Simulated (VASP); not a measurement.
Data:

```
AuCu
1.0
    2.82628     0.00000     0.00000
    0.00000     2.82628     0.00000
    0.00000     0.00000     3.55229
Cu Au
1 1
Direct
  0.00000   0.00000   0.00000
  0.50000   0.50000   0.50000
```

Method: PBEsol GGA, VASP's PBE PAW potentials (set 64) (plane waves; VASP). Run with 480 eV cut-off, 12×12×10 Γ-centred mesh, first-order Methfessel-Paxton smearing of 0.10 eV, potentials Cu Au.

Unless said otherwise, spin-orbit coupling is left out, though it shifts the bands of the heavy elements here.

Problem. Estimate the energy per atom (σ→0), band gap (on the k-mesh) with the smallest direct gap where there is one.

Solution. 
| Property | Result |
|---|---|
| band gap (on the k-mesh) | none (metal, semimetal or under 0.01 eV) |
| energy per atom (σ→0) | -4181 meV/atom |

The absolute energy has meaning only against runs of the same code, potentials and settings.

The compound is CuAu in the L1_0 structure. It was relaxed first.
